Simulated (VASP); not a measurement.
Input:

```
Rb
1.0
   -2.87379     2.87379     2.87379
    2.87379    -2.87379     2.87379
    2.87379     2.87379    -2.87379
Rb
1
Direct
  0.00000   0.00000   0.00000
```

Level of theory: r2SCAN meta-GGA, VASP's PBE PAW potentials (set 64) (plane waves; VASP 6.6.1). Settings: 480 eV cut-off, 8×8×8 Γ-centred mesh, first-order Methfessel-Paxton smearing of 0.10 eV, potentials Rb_sv.

**Question.** What does the run give for the energy per atom (σ→0), band gap (on the k-mesh) with the smallest direct gap where there is one?

**Answer.** 
```
Property                                                    Result
------------------------  ----------------------------------------
band gap (on the k-mesh)  none (metal, semimetal or under 0.01 eV)
energy per atom (σ→0)                              -13.912 eV/atom
```

Only differences to runs with the same potentials and settings are physical.

The compound is Rb in the bcc structure. It was relaxed first, which changed the volume by +5 %.
